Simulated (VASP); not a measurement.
Input:

```yaml
crystal:
  lattice:
    - [4.75807, 0.00000, 0.00000]
    - [0.00000, 4.75807, 0.00000]
    - [0.00000, 0.00000, 3.22519]
  atoms:
    - { symbol: Mn, position: [0.00000, 0.00000, 0.00000], spin: 4.4 }
    - { symbol: Mn, position: [0.50000, 0.50000, 0.50000], spin: -4.4 }
    - { symbol: F, position: [0.30225, 0.30225, 0.00000] }
    - { symbol: F, position: [0.80225, 0.19775, 0.50000] }
    - { symbol: F, position: [0.19775, 0.80225, 0.50000] }
    - { symbol: F, position: [0.69775, 0.69775, 0.00000] }
```

Calculation: LDA (Ceperley-Alder, Perdew-Zunger), VASP's LDA PAW potentials (set 64) (plane waves; VASP). Run with 520 eV cut-off, 5×5×8 Γ-centred mesh, tetrahedra with Blöchl corrections, potentials Mn_pv F.

### Question
The job: MnF$_{2}$ (rutile), 6 atoms, LDA, static run, 520 eV, 5×5×8 Γ-centred mesh. Roughly how much core time does it take on a busy server core?

### Answer
About 70 core-seconds (one run on a shared machine, a rough figure). It had 30 irreducible k-points, 32 bands, up to 1994 plane waves and 15 electronic steps.

The compound is MnF2 in the rutile structure. It was relaxed first, which changed the volume by -7 %. The spin order is the one that the start imposed; others were not tried in this run.
